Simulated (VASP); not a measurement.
# GaSn: equilibrium volume by level of theory

Symmetry: Fmmm, No. 69, orthorhombic system. The conventional cell has a = 5.459 Å, b = 5.806 Å, c = 6.196 Å, α = 90.00°, β = 90.00°, γ = 90.00°. Ga (site symmetry mmm) has 6 Sn at 2.73 to 3.10 Å as nearest neighbours. Sn (site symmetry mmm) is surrounded by 6 Ga at 2.73 to 3.10 Å.

```csv
rung,level,program and potentials,cutoff (eV),k mesh,smearing,equilibrium volume (Å³/atom),notes
LDA,LDA,"VASP, LDA PAW files Ga_d, Sn_d, 600 eV",600,8 × 8 × 8,fermi-dirac 0.05,22.42,-
GGA,AM05,"VASP, PBE PAW files Ga_d, Sn_d, 600 eV",600,8 × 8 × 8,fermi-dirac 0.05,23.06,potentials made for PBE
GGA,BLYP,"VASP, PBE PAW files Ga_d, Sn_d, 600 eV",600,8 × 8 × 8,fermi-dirac 0.05,26.98,potentials made for PBE
GGA,PBE,"VASP, PBE PAW files Ga_d, Sn_d, 600 eV",600,8 × 8 × 8,methfessel-paxton 0.2,24.48,-
GGA,PBEsol,"VASP, PBE PAW files Ga_d, Sn_d, 600 eV",600,8 × 8 × 8,fermi-dirac 0.05,23.09,potentials made for PBE
GGA,PW91,"VASP, PBE PAW files Ga_d, Sn_d, 600 eV",600,8 × 8 × 8,fermi-dirac 0.05,24.50,potentials made for PBE
GGA,RPBE,"VASP, PBE PAW files Ga_d, Sn_d, 600 eV",600,8 × 8 × 8,fermi-dirac 0.05,25.37,potentials made for PBE
GGA,revPBE,"VASP, PBE PAW files Ga_d, Sn_d, 600 eV",600,8 × 8 × 8,fermi-dirac 0.05,25.12,potentials made for PBE
non-local van der Waals functional,optB88-vdW,"VASP, PBE PAW files Ga_d, Sn_d, 600 eV",600,8 × 8 × 8,fermi-dirac 0.05,24.53,potentials made for PBE
non-local van der Waals functional,rev-vdW-DF2,"VASP, PBE PAW files Ga_d, Sn_d, 600 eV",600,8 × 8 × 8,fermi-dirac 0.05,24.03,potentials made for PBE
non-local van der Waals functional,vdW-DF-cx,"VASP, PBE PAW files Ga_d, Sn_d, 600 eV",600,8 × 8 × 8,fermi-dirac 0.05,23.32,potentials made for PBE
meta-GGA,SCAN,"VASP, PBE PAW files Ga_d, Sn_d, 600 eV",600,8 × 8 × 8,fermi-dirac 0.05,23.40,potentials made for PBE
meta-GGA + dispersion,SCAN+D3(BJ),"VASP, PBE PAW files Ga_d, Sn_d, 600 eV",600,8 × 8 × 8,fermi-dirac 0.05,23.15,potentials made for PBE
meta-GGA + dispersion,SCAN+D3(zero damping),"VASP, PBE PAW files Ga_d, Sn_d, 600 eV",600,8 × 8 × 8,fermi-dirac 0.05,23.21,potentials made for PBE
meta-GGA,r2SCAN,"VASP, PBE PAW files Ga_d, Sn_d, 600 eV",600,8 × 8 × 8,methfessel-paxton 0.2,23.53,potentials made for PBE
```

Task: relaxation of cell and atoms. All rows: no spin polarisation. Smearing widths are in eV. For a metal such meshes aren't converged. Meshes are those of the run's cell of 2 atoms unless a note names another. Relaxations start from the cell shown or near it and stop with a little pressure left. Runs on faulty files, with rough fits or with known faults for this quantity aren't shown. No row holds spin-orbit coupling.

By rung: LDA 22.42; GGA 23.06 to 26.98; non-local van der Waals functional 23.32 to 24.53; meta-GGA 23.40 to 23.53; meta-GGA + dispersion 23.15 to 23.21 (Å³/atom).
